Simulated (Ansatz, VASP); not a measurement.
# Al (Aluminum): VASP beside Ansatz

One calculation is typed for both programs; each brings its own data sets. How far apart do they land? The cell is taken from a series of runs on this material, whose earlier steps may have relaxed, scaled, displaced or heated it; both programs get it as it stands.

Calculated with Ansatz 0.2.0; plane waves, with VASP 6.6.1 beside it; LDA.

## 1. Set-up

The structure is cubic, space group Fm-3m (No. 225). The conventional cell has a = 3.983 Å, b = 3.983 Å, c = 3.983 Å, α = 90.00°, β = 90.00°, γ = 90.00°. Nearest to Al lie 12 Al at 2.82 Å.

As a file:

```cif
data_structure
_symmetry_space_group_name_H-M 'P 1'
_symmetry_Int_Tables_number 1
_cell_length_a 2.8164
_cell_length_b 2.8164
_cell_length_c 2.8164
_cell_angle_alpha 60.000
_cell_angle_beta 60.000
_cell_angle_gamma 60.000
_cell_volume 15.80
loop_
_atom_site_label
_atom_site_type_symbol
_atom_site_fract_x
_atom_site_fract_y
_atom_site_fract_z
_atom_site_occupancy
Al1 Al 0.00000 0.00000 0.00000 1
```

## 2. Ansatz: elastic constants, LDA

Ansatz runs on its default PAW (the set named soft_2) files.

Elastic constants are differences of stresses under small strains, so they test the stress and the mesh.

Contents of input.yaml:

```yaml
crystal:
  lattice:
    - [0.0, 1.9914868805, 1.9914868805]
    - [1.9914868805, 0.0, 1.9914868805]
    - [1.9914868805, 1.9914868805, 0.0]
  atoms:
    - { symbol: Al, position: [0.0, 0.0, 0.0] }
kpoints:
  mp_grid: { grid: [28, 28, 28] }
hamiltonian:
  xc: lda
scf:
  occupations: { method: methfessel_paxton, width: 0.25 }
output:
  forces: true
  stress: true
  eigenvalues: true
elastic:
  mode: relaxed_ion
  stencil: two_point
  amplitude: 0.01
```

Launch:

```
ansatz run input.yaml --threads 12 --pin off --max-ram 8192MiB --backend cpu --events-out ev --progress --plain --runs-dir out
```

Numbers of over 12 decimals in the logs are rounded to 6 here.

Output:

```text
Engine: ansatz 0.2.0, x86_64-unknown-linux-gnu
Pseudopotentials: kind: paw
Pseudopotential: Al, paw, valence charge 3, recommended cutoff 420 eV (normal), Al.paw.azcp
Functional definition: SPW92
  exchange = slater_x
  correlation = pw_c
Crystal: 1 atoms, lattice volume = 15.797 Å³
Basis set: ecut = 420 eV, 331 PW (Γ)
Bands: 6, of which v1, the nominal top of the filled ones, is band 2 counted from 1 (1 counted from 0)
Symmetry: 48 space group operations
Space group: Fm-3m (ITA 225), of the structure as read, at distance tolerance 2.5e-5 Å
k-points: 624 of 21952
Non-local potential: Al, projectors of the file, l = 0: 2, l = 1: 2, l = 2: 1
PAW form: soft (Blöchl's): semilocal exchange-correlation on the pseudo side does not see the compensation charge
PAW frozen core: Al, regenerated for the run's functional, and the local potential with it (the file was generated under x = pbe(κ = 0.804, μ = 0.219515), c = pbe(β = 0.066725))
PAW one-centre angular grid: Al, 110 points (default); XC on 64 Gauss nodes
Initial density: superposition of atomic densities (neutral atoms: chi_scale 0, normalization atom), corrected by the library's trained network
Initial wavefunctions: pseudopotential atomic-orbital guess
Functional: x = slater, c = lda
SCF iter   1: F=—  HF=-512.878035 eV  |F-HF|=—  |Δ(HF+E_count)|=         —  Δρ=3.43e-3  dr2=1.74e-3  ethr=1.77e-3  ⟨swp⟩=4.7  Hψ=30753  notcnv=0
preconditioner: auto → none  [metal: Δε(μ)=0.007 eV  Ē_g=13.486 eV  σ=0.250 eV  W_gap=0.02  n_scr=0 (ndim 8)  ℏωp=16.2 eV  f_vac=0.000  D(μ)=0.43/eV (n_scr^D=0)]
SCF iter   2: F=—  HF=-512.877402 eV  |F-HF|=—  |Δ(HF+E_count)|=   6.34e-4  S|Δr|=    0.00e0  Δρ=1.56e-3  dr2=3.47e-4  ethr=5.81e-5  ⟨swp⟩=1.0  Hψ=8736  notcnv=0
SCF iter   3: F=—  HF=-512.877256 eV  |F-HF|=—  |Δ(HF+E_count)|=   1.46e-4  S|Δr|=    0.00e0  Δρ=4.14e-5  dr2=1.21e-7  ethr=1.16e-5  ⟨swp⟩=2.0  Hψ=4410  notcnv=0
SCF iter   4: F=—  HF=-512.877256 eV  |F-HF|=—  |Δ(HF+E_count)|=   3.23e-8  S|Δr|=    0.00e0  Δρ=5.16e-6  dr2=2.07e-9  ethr=4.03e-9  ⟨swp⟩=1.1  Hψ=3583  notcnv=0
SCF iter   5: F=—  HF=-512.877256 eV  |F-HF|=—  |Δ(HF+E_count)|=  9.68e-10  S|Δr|=    0.00e0  Δρ=1.13e-7  dr2=1.36e-12  ethr=6.89e-11  ⟨swp⟩=1.6  Hψ=3958  notcnv=0
SCF iter   6: F=-512.877256 eV  HF=-512.877256 eV  |F-HF|=2.27e-13  |Δ(HF+E_count)|=  4.55e-13  S|Δr|=    0.00e0  Δρ=6.61e-9  dr2=6.38e-15  ethr=1.00e-12  ⟨swp⟩=5.3  Hψ=12176  notcnv=0
SCF 1 converged in 6 iterations: F = -512.877256 eV  dr2 = 6.38e-15
  greatest PAW one-centre occupation: 0.457 electrons in one spin orbital (limit 2), on the Al atom at site 0 (counted from 0), in its partial waves of l = 0
Crystal: 1 atoms, lattice volume = 15.639 Å³
Basis set: ecut = 420 eV, 323 PW (Γ)
Symmetry: 16 space group operations
k-points: 1639 of 21952
Initial density: handed on by an earlier stage of this run
Initial wavefunctions: those handed on with the density
iter 1 solved again at ethr=4.65e-7 eV; its pass at ethr=3.10e-3 eV (dr2=1.39e-5 eV) is discarded
SCF iter   1: F=—  HF=-512.876734 eV  |F-HF|=—  |Δ(HF+E_count)|=         —  Δρ=3.27e-4  dr2=1.48e-5  ethr=4.65e-7  ⟨swp⟩=2.1  Hψ=91525  notcnv=0  defer=292
preconditioner: auto → none  [metal: Δε(μ)=0.002 eV  Ē_g=13.582 eV  σ=0.250 eV  W_gap=0.01  n_scr=0 (ndim 8)  ℏωp=16.3 eV  f_vac=0.000  D(μ)=0.42/eV (n_scr^D=0)]
SCF iter   2: F=—  HF=-512.876721 eV  |F-HF|=—  |Δ(HF+E_count)|=   1.28e-5  S|Δr|=    0.00e0  Δρ=1.59e-4  dr2=3.44e-6  ethr=4.65e-7  ⟨swp⟩=1.0  Hψ=9236  notcnv=0  defer=292
SCF iter   3: F=—  HF=-512.876717 eV  |F-HF|=—  |Δ(HF+E_count)|=   3.97e-6  S|Δr|=    0.00e0  Δρ=2.47e-6  dr2=5.64e-10  ethr=1.15e-7  ⟨swp⟩=1.0  Hψ=9239  notcnv=0  defer=292
[...]
SCF 2 converged in 5 iterations: F = -512.876717 eV  dr2 = 1.84e-14
Crystal: 1 atoms, lattice volume = 15.955 Å³
[...]
preconditioner: auto → none  [metal: Δε(μ)=0.004 eV  Ē_g=13.400 eV  σ=0.250 eV  W_gap=0.01  n_scr=0 (ndim 8)  ℏωp=16.1 eV  f_vac=0.000  D(μ)=0.43/eV (n_scr^D=0)]
[...]
SCF 3 converged in 4 iterations: F = -512.876747 eV  dr2 = 4.81e-14
Crystal: 1 atoms, lattice volume = 15.796 Å³
Symmetry: 8 space group operations
k-points: 3060 of 21952
[...]
preconditioner: auto → none  [metal: Δε(μ)=0.003 eV  Ē_g=13.489 eV  σ=0.250 eV  W_gap=0.01  n_scr=0 (ndim 8)  ℏωp=16.2 eV  f_vac=0.000  D(μ)=0.43/eV (n_scr^D=0)]
[...]
SCF iter   3: F=—  HF=-512.877130 eV  |F-HF|=—  |Δ(HF+E_count)|=   2.99e-6  S|Δr|=    0.00e0  Δρ=5.20e-6  dr2=1.66e-9  ethr=3.09e-7  ⟨swp⟩=1.0  Hψ=17307  notcnv=0  defer=592
SCF iter   4: F=—  HF=-512.877130 eV  |F-HF|=—  |Δ(HF+E_count)|=   1.34e-7  S|Δr|=    0.00e0  Δρ=1.51e-6  dr2=2.07e-10  ethr=5.53e-11  ⟨swp⟩=2.0  Hψ=22227  notcnv=0  defer=592
SCF iter   5: F=—  HF=-512.877130 eV  |F-HF|=—  |Δ(HF+E_count)|=  2.58e-11  S|Δr|=    0.00e0  Δρ=2.60e-7  dr2=1.07e-11  ethr=6.90e-12  ⟨swp⟩=1.8  Hψ=20504  notcnv=0  defer=592
SCF iter   6: F=—  HF=-512.877130 eV  |F-HF|=—  |Δ(HF+E_count)|=  3.30e-12  S|Δr|=    0.00e0  Δρ=3.26e-8  dr2=1.60e-13  ethr=3.55e-13 (applied; sched 1.00e-12)  ⟨swp⟩=1.2  Hψ=17782  notcnv=0  defer=609
SCF iter   7: F=-512.877130 eV  HF=-512.877130 eV  |F-HF|=1.14e-13  |Δ(HF+E_count)|=  2.27e-13  S|Δr|=    0.00e0  Δρ=2.21e-9  dr2=7.59e-16  ethr=1.00e-12  ⟨swp⟩=3.0  Hψ=35907  notcnv=0
SCF 4 converged in 7 iterations: F = -512.877130 eV  dr2 = 7.59e-16
iter 1 solved again at ethr=2.92e-10 eV; its pass at ethr=3.10e-3 eV (dr2=8.77e-9 eV) is discarded
SCF iter   1: F=—  HF=-512.877130 eV  |F-HF|=—  |Δ(HF+E_count)|=         —  Δρ=8.50e-6  dr2=8.67e-9  ethr=2.92e-10  ⟨swp⟩=1.9  Hψ=168646  notcnv=0  defer=536
preconditioner: auto → none  [metal: Δε(μ)=0.002 eV  Ē_g=13.489 eV  σ=0.250 eV  W_gap=0.01  n_scr=0 (ndim 8)  ℏωp=16.2 eV  f_vac=0.000  D(μ)=0.43/eV (n_scr^D=0)]
SCF iter   2: F=—  HF=-512.877130 eV  |F-HF|=—  |Δ(HF+E_count)|=   4.86e-9  S|Δr|=    0.00e0  Δρ=4.07e-6  dr2=1.94e-9  ethr=2.89e-10  ⟨swp⟩=1.0  Hψ=17274  notcnv=0  defer=536
SCF iter   3: F=—  HF=-512.877130 eV  |F-HF|=—  |Δ(HF+E_count)|=   1.42e-9  S|Δr|=    0.00e0  Δρ=1.10e-7  dr2=1.01e-12  ethr=6.46e-11  ⟨swp⟩=1.1  Hψ=17609  notcnv=0  defer=536
SCF iter   4: F=-512.877130 eV  HF=-512.877130 eV  |F-HF|=2.27e-13  |Δ(HF+E_count)|=  7.96e-13  S|Δr|=    0.00e0  Δρ=1.23e-8  dr2=1.18e-14  ethr=1.00e-12  ⟨swp⟩=4.0  Hψ=40782  notcnv=0
SCF 5 converged in 4 iterations: F = -512.877130 eV  dr2 = 1.18e-14
SCF converged after 6 iterations
Stability not checked: this state was not tested for a lower state beside it, because cold or Methfessel-Paxton smearing, or corrected tetrahedra, fill the levels in a way that the test cannot read (fill_not_monotonic; see scf.lower_state_search)
Free energy (F): -512.877256 eV
Harris-Foulkes:  -512.877256 eV  (|F-HF|=2.27e-13)
Internal energy: -512.876722 eV  (E = F + TS)
E sigma→0 (E₀):  -512.877122 eV
Entropy (-TS):   -0.000534 eV (-0.534 meV/atom)
Fermi energy:    8.194918 eV
--- Per-component energies (eV) ---
  E_band       = 11.005623
  E_kinetic    = 23.508112
  E_local      = 9.952796  (includes V_loc(G=0)·N_el)
  E_nonlocal   = 11.029394
  E_hartree    = 0.107686
  E_xc         = -39.622508
  E_vxc        = -29.659335  (∫ρ·V_xc dr)
  E_paw        = -443.317479  (= ΣΔE_a)
  E_vpaw       = -4.040712  (= ΣTr[D̂ρ^β])
  E_aug_tail   = -0.000004  (compensation charges beyond the density's cutoff)
  E_ewald      = -74.590436
  E_core_change = 0.055717  (= ΣΔE_core)
  E_smearing   = -0.000534  (= −TS)
  E_closure    = 0.000000  (closes the sum)
  Σ components = -512.877256   (vs F -512.877256, Δ=0.00e0)
--- Forces (eV/Å), atoms counted from 1 ---
  atom   1  Al    -0.00000000     0.00000000    -0.00000000
  max |Σ_I F_I| component: 1.48e-31 eV/Å
--- Stress (GPa, compression-positive) ---
       -0.000336       0.000000       0.000000
        0.000000      -0.000336       0.000000
       -0.000000       0.000000      -0.000336
  P = ⅓ Tr σ = -0.0003 GPa (-0.003 kbar)
--- Band table (eV; the first three rows and the last of 624) ---
  k-point 0: bands = ["-3.2041", "20.8862", "20.8862", "20.8862", "22.6674", "22.6674"]
  k-point 1: bands = ["-3.1685", "20.1520", "20.7617", "20.7617", "22.8465", "22.8465"]
  k-point 2: bands = ["-3.0617", "18.8214", "20.4850", "20.4850", "23.2831", "23.2831"]
  k-point 623: bands = ["7.3146", "7.3146", "8.3255", "9.4320", "24.2454", "24.2454"]
--- Elastic constants: 2 strain directions × 2 members + reference (group order 48) ---
  dense FFT box of the reference and of every strained cell: 20×20×20
  strains applied: 11, 23; error gains: componentwise 1.00 (the most a stress slope's error grows in a printed constant), spectral 1.73 (1 for all six strains in a standard setting)
  C = ∂σ_k/∂η_j (tension-positive GPa; Voigt order 11 22 33 23 13 12):
       107.380     72.049     72.049     -0.000      0.000     -0.000
        72.049    107.380     72.049      0.000     -0.000      0.000
        72.049     72.049    107.380      0.000      0.000     -0.000
        -0.000      0.000      0.000     26.021     -0.000     -0.000
        -0.000      0.000      0.000      0.000     26.021      0.000
        -0.000      0.000      0.000     -0.000     -0.000     26.021
  reference stress σ⁰ (GPa):      0.000      0.000      0.000     -0.000      0.000     -0.000
  C* (energy form; C + prestress term) asymmetry max|C*_kj − C*_jk| = 5.684e-14 GPa — a small one proves nothing (zero by symmetry where the batch's group is 432, −43m or m−3m); a large one is finite-difference/SCF noise where every solve meets its electron count
  moduli (Voigt/Reuss/Hill, GPa): K = 83.83/83.83/83.83   G = 22.68/21.88/22.28   E = 61.40   ν = 0.378
  mechanically stable: yes (min eigenvalue of sym C = 26.02 GPa)
  strain η (Voigt 11):  stress-route row diagonal C_11 = 107.38 GPa, energy-path curvature d²(F+E_count+ΔE)/dδ²/Ω₀ = 106.43 GPa
         δ    σ_11 (GPa)             F (eV)   n_scf  n_hpsi   n_pw
    -1.000e-2      -1.1173        -512.8767172       5  163408    323   relax 0 steps, max|allowed force component| 0.00e0 eV/Å
     1.000e-2       1.0303        -512.8767465       4  151623    331   relax 0 steps, max|allowed force component| 0.00e0 eV/Å
  strain η (Voigt 23):  stress-route row diagonal C_44 = 26.02 GPa, energy-path curvature d²(F+E_count+ΔE)/dδ²/Ω₀ = 25.61 GPa
         δ    σ_23 (GPa)             F (eV)   n_scf  n_hpsi   n_pw
    -1.000e-2      -0.2602        -512.8771301       7  333406    331   relax 0 steps, max|allowed force component| 0.00e0 eV/Å
     1.000e-2       0.2602        -512.8771301       4  281013    331   relax 0 steps, max|allowed force component| 0.00e0 eV/Å
```

(Continued in part 2 of 2.)

[Lines on the potential files, build, host, timing and source positions are cut from VASP's logs without a mark.]

[Logs are printed without paths, hosts, clocks, repeated set-up lines and the standing remarks that a program may print on its own settings, such as how far it seeks lower states.]

[Hosts, paths, dates, database ids (printed as entryN), source tags and the programs' standing remarks are cut or masked in the printed files.]
